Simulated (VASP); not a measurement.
Calculation: PBE0 hybrid, VASP's PBE PAW potentials (set 64) (plane waves; VASP).

VASP ran on this input.

File POSCAR:
```
Na2S
1
    0.0000000000     3.2998420000     3.2998420000
    3.2998420000     0.0000000000     3.2998420000
    3.2998420000     3.2998420000     0.0000000000
Na S
2 1
Direct
  0.2500000000   0.2500000000   0.2500000000
  0.7500000000   0.7500000000   0.7500000000
  0.0000000000   0.0000000000   0.0000000000
```

INCAR:
```
! general
SYSTEM   = Na2S
PREC     = Accurate
ENCUT    = 300
LREAL    = .FALSE.   ! projection in real space or not
LASPH    = .TRUE.   ! aspherical one-centre terms
ISYM     = 3

! electronic loop
EDIFF    = 1E-6
NELM     = 100
ALGO     = Normal

! smearing
ISMEAR   = 0   ! Gaussian
SIGMA    = 0.01   ! width (eV)

! functional
GGA      = PE
LHFCALC  = .TRUE.
AEXX     = 0.25
HFRCUT   = -1
PRECFOCK = Fast

! ions
ISIF     = 2   ! forces and stress, cell fixed

! output
LWAVE    = .FALSE.
LCHARG   = .FALSE.
```

File KPOINTS:
```
Automatic mesh
0
Gamma
5 5 5
0.5 0.5 0.5
```

POTCAR, in this order: Na_pv S (PBE.64 set). Program: vasp_std.

At this cut-off the stress carries a Pulay error, which pulls relaxed volumes low.

Question: Predict the energy per atom (σ→0), pressure.

Answer: 
The energy per atom (σ→0) is -4.127 eV/atom and the pressure is -10.3 kbar.

### OSZICAR
```
...
DAV:  18    -0.123815194465E+02   -0.25584E-04   -0.66458E-06   556   0.132E-02    0.243E-02
DAV:  19    -0.123815336365E+02   -0.14190E-04   -0.37199E-06   556   0.951E-03    0.170E-02
DAV:  20    -0.123815414673E+02   -0.78309E-05   -0.20739E-06   550   0.690E-03    0.117E-02
DAV:  21    -0.123815457722E+02   -0.43049E-05   -0.11458E-06   540   0.502E-03    0.796E-03
DAV:  22    -0.123815481302E+02   -0.23580E-05   -0.63094E-07   512   0.372E-03    0.539E-03
DAV:  23    -0.123815494176E+02   -0.12874E-05   -0.34538E-07   410   0.279E-03    0.364E-03
DAV:  24    -0.123815501188E+02   -0.70123E-06   -0.19430E-07   410   0.217E-03
   1 F= -.12381550E+02 E0= -.12381550E+02  d E =-.200316E-18
```

The structure comes from a computed database's Na2S entry; how it stands against other phases isn't given here. The cell was not relaxed at this level.
